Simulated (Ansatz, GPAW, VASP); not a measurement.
## NaCu: programs and potentials compared

```
CELL_PARAMETERS angstrom
2.94224 0.00000 0.00000
0.00000 2.94224 0.00000
0.00000 0.00000 4.04091
ATOMIC_POSITIONS crystal
Na 0.00000 0.00000 0.00000
Cu 0.50000 0.50000 0.50000
```

The cell comes from a database or a generator and needn't be the stable form of this composition.

Alike in all runs: task band structure; functional revPBE; k mesh 9 × 9 × 7; occupations fermi-dirac, width 0.05 eV; no spin polarisation; no spin-orbit coupling. Pressure is positive in compression and, in plane waves, holds the error of the finite cutoff, which Ansatz's Pulay term estimates and takes out.

```tsv
program and potentials	plane-wave cutoff (eV)	notes	pressure (GPa)
Ansatz, Ansatz PAW	420	potentials made for PBE, which Ansatz adapts in part; 14 valence electrons an atom on average; Pulay term of +0.04 GPa included	4.85
GPAW, the program's PAW data sets (release 1.2.1) made for this functional	800	9 valence electrons an atom on average; this data set often lies off other programs	4.69
VASP, PBE PAW files Cu, Na_pv, 520 eV	520	potentials made for PBE; 9 valence electrons an atom on average	4.99
```

The pressure spans 4.69 (GPAW, the program's PAW data sets (release 1.2.1) made for this functional) to 4.99 GPa (VASP, PBE PAW files Cu, Na_pv, 520 eV). Some sets were made for another functional than the one run, which can shift their rows.

The functional is the same throughout but for its coding, so the spread measures potentials, basis and numerics; runs on potential files found faulty are left out.
